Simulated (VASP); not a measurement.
Given:

```
TlBr
1.0
    3.99000     0.00000     0.00000
    0.00000     3.99000     0.00000
    0.00000     0.00000     3.99000
Tl Br
1 1
Cartesian
  0.00000   0.00000   0.00000
  1.99500   1.99500   1.99500
```
Cell charge +0.1.

The numbers are results of PBE GGA, VASP's PBE PAW potentials (set 64) (plane waves; VASP), not measurements. Run with NELECT = 19.9, 400 eV cut-off, 6×6×6 Γ-centred mesh, Gaussian smearing of 0.050 eV, potentials Tl_d Br.

The cell is charged, with a uniform compensating background. Unless said otherwise, spin-orbit coupling is left out, though it shifts the bands of the heavy elements here.

Task: Estimate the energy per atom (σ→0), pressure, band gap (on the k-mesh) with the smallest direct gap where there is one.

Result: 
```
Property                                                    Result
------------------------  ----------------------------------------
band gap (on the k-mesh)  none (metal, semimetal or under 0.01 eV)
energy per atom (σ→0)                               -2.872 eV/atom
pressure                                                 -1.49 GPa
```

The absolute energy has meaning only against runs of the same code, potentials and settings.

The compound is TlBr in the CsCl type structure. The cell was not relaxed at this level. The run is one of a series of settings (NELECT = 19.9 against the base run), some of them coarse on purpose.
